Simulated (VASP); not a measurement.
# PbS (Galena): what moves the LDA gap besides the functional

How far does the LDA gap of PbS (Galena) depend on mesh and cell? The starting structure is a measured crystal structure from the Crystallography Open Database. Cell and atoms stay as given unless a step says otherwise.

Method: Kohn-Sham DFT with plane waves and PAW; LDA, in VASP 6.6.1.

The database entry behind the starting cell differs from later determinations by our own check (about 0.1 % short), so it need not match the best structure at ambient conditions.

## (1) Starting point

It takes space group Fm-3m (No. 225, cubic). The conventional cell has a = 5.931 Å, b = 5.931 Å, c = 5.931 Å, α = 90.00°, β = 90.00°, γ = 90.00°. Nearest to Pb lie 6 S at 2.97 Å. Nearest to S lie 6 Pb at 2.97 Å. Farther neighbours and most contacts between anions are not listed.

Structure file:

```cif
data_structure
_symmetry_space_group_name_H-M 'P 1'
_symmetry_Int_Tables_number 1
_cell_length_a 4.1942
_cell_length_b 4.1942
_cell_length_c 4.1942
_cell_angle_alpha 60.000
_cell_angle_beta 60.000
_cell_angle_gamma 60.000
_cell_volume 52.17
loop_
_atom_site_label
_atom_site_type_symbol
_atom_site_fract_x
_atom_site_fract_y
_atom_site_fract_z
_atom_site_occupancy
Pb1 Pb 0.00000 0.00000 0.00000 1
S2 S 0.50000 0.50000 0.50000 1
```

## (2) Reference bands

Contents of INCAR:

```
SYSTEM = PbS
PREC = Accurate
ENCUT = 350
EDIFF = 1E-06
NELM = 100
ISMEAR = 0
SIGMA = 0.03
LREAL = .FALSE.
ALGO = Normal
GGA = CA
NBANDS = 22
LORBIT = 11
LWAVE = .FALSE.
LCHARG = .FALSE.
KPAR = 4
LASPH = .TRUE.
```

Contents of POSCAR:

```
PbS
1.0
    0.0000000000      2.9657500000      2.9657500000
    2.9657500000      0.0000000000      2.9657500000
    2.9657500000      2.9657500000      0.0000000000
Pb S
1 1
Direct
    0.0000000000      0.0000000000      0.0000000000
    0.5000000000      0.5000000000      0.5000000000
```

Contents of KPOINTS:

```
Automatic mesh
0
Gamma
6 6 6
0 0 0
```

Contents of KPOINTS_OPT:

```
Line mode
10
Line-mode
Reciprocal
  0.00000000   0.00000000   0.00000000 GAMMA
  0.50000000   0.00000000   0.50000000 X

  0.50000000   0.00000000   0.50000000 X
  0.50000000   0.25000000   0.75000000 W

  0.50000000   0.25000000   0.75000000 W
  0.37500000   0.37500000   0.75000000 K

  0.37500000   0.37500000   0.75000000 K
  0.00000000   0.00000000   0.00000000 GAMMA

  0.00000000   0.00000000   0.00000000 GAMMA
  0.50000000   0.50000000   0.50000000 L

  0.50000000   0.50000000   0.50000000 L
  0.62500000   0.25000000   0.62500000 U

  0.62500000   0.25000000   0.62500000 U
  0.50000000   0.25000000   0.75000000 W

  0.50000000   0.25000000   0.75000000 W
  0.50000000   0.50000000   0.50000000 L

  0.50000000   0.50000000   0.50000000 L
  0.37500000   0.37500000   0.75000000 K

  0.62500000   0.25000000   0.62500000 U
  0.50000000   0.00000000   0.50000000 X
```

Potentials, in the order of the species: Pb_d and S (LDA family, release 64).

Command:

```sh
$ mpirun -np 4 vasp_std
```

What it wrote:

```text
[banner, memory and clock lines left out]
running    4 mpi-ranks, on    1 nodes
 distrk:  each k-point on    1 cores,    4 groups
 distr:  one band on    1 cores,    1 groups

 POSCAR found type information on POSCAR PbS
 POSCAR found :  2 types and       2 ions
 LDA part: xc-table for (Slater(with rela. corr.)+CA(PZ))
 , standard interpolation
 POSCAR, INCAR and KPOINTS ok, starting setup
 FFT: planning ... GRIDC
 FFT: planning ... GRID_SOFT
 FFT: planning ... GRID
 WAVECAR not read
 entering main loop
       N       E                     dE             d eps       ncg     rms          rms(c)
DAV:   1     0.155010497687E+03    0.15501E+03   -0.73520E+03   718   0.693E+02
DAV:   2     0.206172589909E+01   -0.15295E+03   -0.14351E+03   758   0.243E+02
DAV:   3    -0.101084452234E+02   -0.12170E+02   -0.12065E+02   888   0.742E+01
DAV:   4    -0.104234245256E+02   -0.31498E+00   -0.31480E+00   832   0.122E+01
DAV:   5    -0.104351296115E+02   -0.11705E-01   -0.11705E-01  1014   0.239E+00    0.444E+00
DAV:   6    -0.999328847581E+01    0.44184E+00   -0.10304E+00  1108   0.592E+00    0.313E+00
DAV:   7    -0.998655018380E+01    0.67383E-02   -0.97994E-02   882   0.125E+00    0.175E+00
DAV:   8    -0.998267461891E+01    0.38756E-02   -0.11164E-02   818   0.799E-01    0.214E-01
DAV:   9    -0.998220820299E+01    0.46642E-03   -0.22832E-03  1038   0.297E-01    0.866E-02
DAV:  10    -0.998224000140E+01   -0.31798E-04   -0.16623E-04   818   0.586E-02    0.805E-02
DAV:  11    -0.998223189933E+01    0.81021E-05   -0.24638E-05   904   0.386E-02    0.934E-03
DAV:  12    -0.998223190509E+01   -0.57619E-08   -0.41455E-07   544   0.668E-03
   1 F= -.99822319E+01 E0= -.99822319E+01  d E =-.369229E-08
 Start KPOINTS_OPT (optional k-point list driver)
k-point batch [1-16\100]
       N       E                     dE             ncg
DAV:   1     0.661825211619E+03   -0.58759E+04      736
DAV:   2    -0.166525219393E+04   -0.23271E+04      754
DAV:   3    -0.182570886265E+04   -0.16046E+03      882
DAV:   4    -0.182939425923E+04   -0.36854E+01      840
DAV:   5    -0.182954032520E+04   -0.14607E+00     1032
DAV:   6    -0.182954451473E+04   -0.41895E-02      916
DAV:   7    -0.182954462327E+04   -0.10854E-03     1026
DAV:   8    -0.182954462504E+04   -0.17633E-05      754
DAV:   9    -0.182954462511E+04   -0.74164E-07      642
[...]
k-point batch [97-100\100]
       N       E                     dE             ncg
DAV:   1     0.690900337494E+04   -0.21181E+04      184
DAV:   2     0.634704133283E+04   -0.56196E+03      188
DAV:   3     0.630471204826E+04   -0.42329E+02      220
DAV:   4     0.630372764940E+04   -0.98440E+00      214
DAV:   5     0.630369129525E+04   -0.36354E-01      254
DAV:   6     0.630368995913E+04   -0.13361E-02      230
DAV:   7     0.630368995235E+04   -0.67841E-05      258
DAV:   8     0.630368995225E+04   -0.10209E-06      190
```

Run time: 17 s. Hardware: 4 MPI ranks of Intel Xeon Platinum 8488C (Sapphire Rapids), shared host; peak memory 0.55 GiB.

Lines that name or quote the potential files are left out of all logs, and their timing lines are given in words.

From OUTCAR (step 2):

```text
ion  position               nearest neighbor table
   1  0.000  0.000  0.000-   2 2.97   2 2.97   2 2.97   2 2.97   2 2.97   2 2.97
   2  0.500  0.500  0.500-   1 2.97   1 2.97   1 2.97   1 2.97   1 2.97   1 2.97

  LATTYP: Found a face centered cubic cell.
 ALAT       =     5.9315000000

 Subroutine GETGRP returns: Found 48 space group operations
 (whereof 48 operations were pure point group operations)

The static configuration has the point symmetry O_h .

 Found     16 irreducible k-points:

   k-points           NKPTS =     16   k-points in BZ     NKDIM =     16   number of bands    NBANDS=     22

   dimension x,y,z NGX =    28 NGY =   28 NGZ =   28
   dimension x,y,z NGXF=    56 NGYF=   56 NGZF=   56

   ENCUT  =  350.0 eV  25.72 Ry    5.07 a.u.   6.40  6.40  6.40*2*pi/ulx,y,z

   NELECT =      20.0000    total number of electrons

 k-points in reciprocal lattice and weights: Automatic mesh
   0.00000000  0.00000000  0.00000000       0.005
   0.16666667  0.00000000  0.00000000       0.037
   0.33333333  0.00000000  0.00000000       0.037
   0.50000000  0.00000000  0.00000000       0.019
   0.16666667  0.16666667  0.00000000       0.028
   0.33333333  0.16666667  0.00000000       0.111
   0.50000000  0.16666667  0.00000000       0.111
  -0.33333333  0.16666667  0.00000000       0.111
  -0.16666667  0.16666667  0.00000000       0.056
[...]
-0.33333333  0.33333333  0.16666667       0.111
  -0.33333333  0.50000000  0.16666667       0.056

 average (electrostatic) potential at core
       1 -91.6546       2 -86.0871

 E-fermi :   5.6996

 k-point     1 :       0.0000    0.0000    0.0000
  band No.  band energies     occupation
    ...
      6      -7.9771      2.00000
      7      -0.4873      2.00000
      8       3.4318      2.00000
      9       3.4318      2.00000
     10       3.4318      2.00000
     11      10.6664      0.00000
     12      10.6664      0.00000
     13      10.6664      0.00000
     14      12.2425      0.00000
     15      12.2425      0.00000
    ...

 k-point     2 :       0.1667    0.0000    0.0000
  band No.  band energies     occupation
    ...
      6      -7.7379      2.00000
      7      -1.2354      2.00000
      8       3.5072      2.00000
      9       3.5072      2.00000
     10       3.9684      2.00000
     11       8.8784      0.00000
     12       9.4889      0.00000
     13       9.4889      0.00000
     14      12.1334      0.00000
     15      12.8498      0.00000
    ...

 k-point     3 :       0.3333    0.0000    0.0000
  band No.  band energies     occupation
    ...
      6      -7.1260      2.00000
      7      -2.5927      2.00000
      8       3.7036      2.00000
      9       3.7036      2.00000
     10       4.8317      2.00000
     11       6.9484      0.00000
     12       8.0302      0.00000
     13       8.0302      0.00000
     14      12.8082      0.00000
     15      14.2659      0.00000
    ...

  Total       -0.9285535     -0.9285535     -0.9285535      0.0000000      0.0000000      0.0000000
  in kB      -28.5156920    -28.5156920    -28.5156920      0.0000000      0.0000000      0.0000000
  external PRESSURE =     -28.5156920 kB  Pullay stress =       0.0000000 kB

  energy-cutoff  :      350.00
  volume of cell :       52.17
      direct lattice vectors                 reciprocal lattice vectors
     0.000000000  2.965750000  2.965750000    -0.168591419  0.168591419  0.168591419
     2.965750000  0.000000000  2.965750000     0.168591419 -0.168591419  0.168591419
     2.965750000  2.965750000  0.000000000     0.168591419  0.168591419 -0.168591419

 POSITION                                       TOTAL-FORCE (eV/Angst)
 -----------------------------------------------------------------------------------
      0.00000      0.00000      0.00000         0.000000     -0.000000     -0.000000
      2.96575      2.96575      2.96575        -0.000000      0.000000      0.000000
 -----------------------------------------------------------------------------------
    total drift:                                0.000000      0.000000      0.000000

  FREE ENERGIE OF THE ION-ELECTRON SYSTEM (eV)
  ---------------------------------------------------
  free  energy   TOTEN  =        -9.9822319051 eV

  energy  without entropy=       -9.9822319014  energy(sigma->0) =       -9.98223190

 total charge
# of ion       s       p       d       tot
------------------------------------------
    1        1.481   0.527   9.839  11.847
    2        1.352   2.311   0.000   3.662
--------------------------------------------------
tot          2.833   2.837   9.839  15.510

[... 3 further parts left out ...]
```

Spin-orbit coupling is off here; with elements this heavy it can split and shift levels by tenths of an eV, and by up to about 1 eV where a band edge is a 6p state. At this level the cell is under a tension of 2.9 GPa, so at these settings it is away from equilibrium.

The reference gap is 0.208 eV.

## (3) Bands with cell and atoms relaxed by LDA

Against step 2 the input has another starting structure. The cell comes from a relaxation at this level, not shown (49.94 Å³).

INCAR is that of step 2.

Contents of POSCAR:

```
PbS
1.0
    0.0000000000      2.9227547105      2.9227547105
    2.9227547105      0.0000000000      2.9227547105
    2.9227547105      2.9227547105      0.0000000000
Pb S
1 1
Direct
    0.0000000000      0.0000000000      0.0000000000
    0.5000000000      0.5000000000      0.5000000000
```

KPOINTS is that of step 2.

KPOINTS_OPT is that of step 2.

Command:

```sh
$ mpirun -np 4 vasp_std
```

What it wrote:

```text
[... set-up lines as in an earlier step ...]
 entering main loop
       N       E                     dE             d eps       ncg     rms          rms(c)
DAV:   1     0.152450868905E+03    0.15245E+03   -0.72828E+03   722   0.715E+02
DAV:   2     0.124546116668E+01   -0.15121E+03   -0.14174E+03   772   0.242E+02
DAV:   3    -0.101323538004E+02   -0.11378E+02   -0.11294E+02   888   0.718E+01
DAV:   4    -0.104112764380E+02   -0.27892E+00   -0.27879E+00   820   0.116E+01
[...]
DAV:  10    -0.999968349253E+01   -0.14283E-04   -0.23117E-04   850   0.703E-02    0.440E-02
DAV:  11    -0.999968182220E+01    0.16703E-05   -0.23218E-05   898   0.260E-02    0.703E-03
DAV:  12    -0.999968177516E+01    0.47040E-07   -0.13087E-06   620   0.142E-02
   1 F= -.99996818E+01 E0= -.99994901E+01  d E =-.383283E-03
 Start KPOINTS_OPT (optional k-point list driver)
k-point batch [1-16\100]
       N       E                     dE             ncg
DAV:   1     0.902616765005E+03   -0.52073E+04      710
DAV:   2    -0.151184498029E+04   -0.24145E+04      758
DAV:   3    -0.168631015931E+04   -0.17447E+03      888
DAV:   4    -0.169035430370E+04   -0.40441E+01      832
DAV:   5    -0.169051963017E+04   -0.16533E+00     1052
DAV:   6    -0.169052253578E+04   -0.29056E-02      862
DAV:   7    -0.169052256291E+04   -0.27128E-04     1082
DAV:   8    -0.169052256351E+04   -0.60338E-06      644
[...]
k-point batch [97-100\100]
       N       E                     dE             ncg
DAV:   1     0.716769467698E+04   -0.21193E+04      182
DAV:   2     0.656201472342E+04   -0.60568E+03      196
DAV:   3     0.651554061677E+04   -0.46474E+02      220
DAV:   4     0.651429939062E+04   -0.12412E+01      234
DAV:   5     0.651425623629E+04   -0.43154E-01      238
DAV:   6     0.651425458071E+04   -0.16556E-02      246
DAV:   7     0.651425452589E+04   -0.54816E-04      246
DAV:   8     0.651425452199E+04   -0.39040E-05      206
DAV:   9     0.651425452163E+04   -0.35789E-06      166
```

Wall time 22 s (4 MPI ranks); peak memory 0.55 GiB; 70 s of CPU time.

From OUTCAR (step 3):

```text
  Total       -0.1062351     -0.1062351     -0.1062351      0.0000000      0.0000000      0.0000000
  in kB       -3.4085634     -3.4085634     -3.4085634      0.0000000      0.0000000      0.0000000
  external PRESSURE =      -3.4085634 kB  Pullay stress =       0.0000000 kB

 POSITION                                       TOTAL-FORCE (eV/Angst)
 -----------------------------------------------------------------------------------
      0.00000      0.00000      0.00000        -0.000000     -0.000000     -0.000000
      2.92275      2.92275      2.92275         0.000000      0.000000      0.000000
 -----------------------------------------------------------------------------------
    total drift:                                0.000000      0.000000      0.000000

  FREE ENERGIE OF THE ION-ELECTRON SYSTEM (eV)
  ---------------------------------------------------
  free  energy   TOTEN  =        -9.9996817752 eV

  energy  without entropy=       -9.9992984924  energy(sigma->0) =       -9.99949013

[... 1 part as in an earlier step ...]

[... 2 further parts left out ...]
[key lines of the parts left out:]
E-fermi :   6.2631
```

The log as kept lacks single lines of electronic cycles.

With cell and atoms relaxed by LDA the gap is 0.042 eV, -0.166 eV from the reference.

## (4) Bands with an 8×8×8 mesh

Against step 2 the input has an 8×8×8 mesh.

INCAR is that of step 3.

Contents of POSCAR:

```
PbS
1.0
    0.0000000000      2.9657500000      2.9657500000
    2.9657500000      0.0000000000      2.9657500000
    2.9657500000      2.9657500000      0.0000000000
Pb S
1 1
Direct
    0.0000000000      0.0000000000      0.0000000000
    0.5000000000      0.5000000000      0.5000000000
```

Contents of KPOINTS:

```
Automatic mesh
0
Gamma
8 8 8
0 0 0
```

KPOINTS_OPT is that of step 3.

Command:

```sh
$ mpirun -np 4 vasp_std
```

What it wrote:

```text
[... set-up lines as in an earlier step ...]
 entering main loop
       N       E                     dE             d eps       ncg     rms          rms(c)
DAV:   1     0.148778666619E+03    0.14878E+03   -0.72879E+03  1276   0.720E+02
DAV:   2     0.976379425046E+00   -0.14780E+03   -0.13981E+03  1390   0.239E+02
DAV:   3    -0.101636920068E+02   -0.11140E+02   -0.11055E+02  1612   0.713E+01
DAV:   4    -0.104247464625E+02   -0.26105E+00   -0.26088E+00  1518   0.114E+01
[...]
DAV:  10    -0.998005115362E+01   -0.32286E-04   -0.15951E-04  1468   0.581E-02    0.789E-02
DAV:  11    -0.998004291701E+01    0.82366E-05   -0.24986E-05  1646   0.391E-02    0.109E-02
DAV:  12    -0.998004292773E+01   -0.10722E-07   -0.39982E-07   986   0.624E-03
   1 F= -.99800429E+01 E0= -.99800429E+01  d E =-.192084E-08
 Start KPOINTS_OPT (optional k-point list driver)
k-point batch [1-29\100]
       N       E                     dE             ncg
DAV:   1     0.127289439150E+04   -0.12793E+05     1290
DAV:   2    -0.301087424279E+04   -0.42838E+04     1348
DAV:   3    -0.332635687076E+04   -0.31548E+03     1630
DAV:   4    -0.333408824463E+04   -0.77314E+01     1580
DAV:   5    -0.333438454608E+04   -0.29630E+00     1850
DAV:   6    -0.333439085326E+04   -0.63072E-02     1662
DAV:   7    -0.333439094102E+04   -0.87757E-04     1912
DAV:   8    -0.333439094158E+04   -0.55983E-06     1304
[...]
k-point batch [88-100\100]
       N       E                     dE             ncg
DAV:   1     0.861884711260E+04   -0.70689E+04      580
DAV:   2     0.674482302530E+04   -0.18740E+04      634
DAV:   3     0.660888626786E+04   -0.13594E+03      754
DAV:   4     0.660578476484E+04   -0.31015E+01      658
DAV:   5     0.660565661734E+04   -0.12815E+00      886
DAV:   6     0.660565416331E+04   -0.24540E-02      690
DAV:   7     0.660565414209E+04   -0.21216E-04      918
DAV:   8     0.660565414195E+04   -0.14428E-06      558
```

It took 17 s on 4 MPI ranks; peak memory 0.6 GiB; 52 s of CPU time.

OUTCAR, selected parts (step 4):

```text
  Total       -0.9202043     -0.9202043     -0.9202043      0.0000000      0.0000000      0.0000000
  in kB      -28.2592898    -28.2592898    -28.2592898      0.0000000      0.0000000      0.0000000
  external PRESSURE =     -28.2592898 kB  Pullay stress =       0.0000000 kB

 POSITION                                       TOTAL-FORCE (eV/Angst)
 -----------------------------------------------------------------------------------
      0.00000      0.00000      0.00000         0.000000      0.000000      0.000000
      2.96575      2.96575      2.96575        -0.000000     -0.000000     -0.000000
 -----------------------------------------------------------------------------------
    total drift:                                0.000000      0.000000      0.000000

  FREE ENERGIE OF THE ION-ELECTRON SYSTEM (eV)
  ---------------------------------------------------
  free  energy   TOTEN  =        -9.9800429277 eV

  energy  without entropy=       -9.9800429258  energy(sigma->0) =       -9.98004293

[... 1 part as in an earlier step ...]

[... 2 further parts left out ...]
[key lines of the parts left out:]
E-fermi :   5.7010
```

With an 8×8×8 mesh the gap is 0.206 eV, -0.002 eV from the reference.

## (5) Comparison

```
                          run  gap (eV)  change (eV)  core minutes
                    reference     0.208            -          1.12
cell and atoms relaxed by LDA     0.042       -0.166          1.47
                an 8×8×8 mesh     0.206       -0.002          1.16
```

Core minutes are wall time times ranks of the run shown, on a shared host.

## (6) What came out

```
reference gap                          : 0.208 eV
gap with cell and atoms relaxed by LDA : 0.042 eV
gap with an 8×8×8 mesh                 : 0.206 eV
```

Among the runs that read a gap along the path, the one with cell and atoms relaxed by LDA moves it most, by -0.166 eV. On finer settings it changes by -0.002 eV with an 8×8×8 mesh. The functional's own error isn't tested here. Further runs on this material are not shown.

[Lines on the potential files, build, host, timing and source positions are cut from VASP's logs without a mark.]

[Logs are printed without paths, hosts, clocks, repeated set-up lines and the standing remarks that a program may print on its own settings, such as how far it seeks lower states.]

[Hosts, paths, dates, database ids (printed as entryN), source tags and the programs' standing remarks are cut or masked in the printed files.]
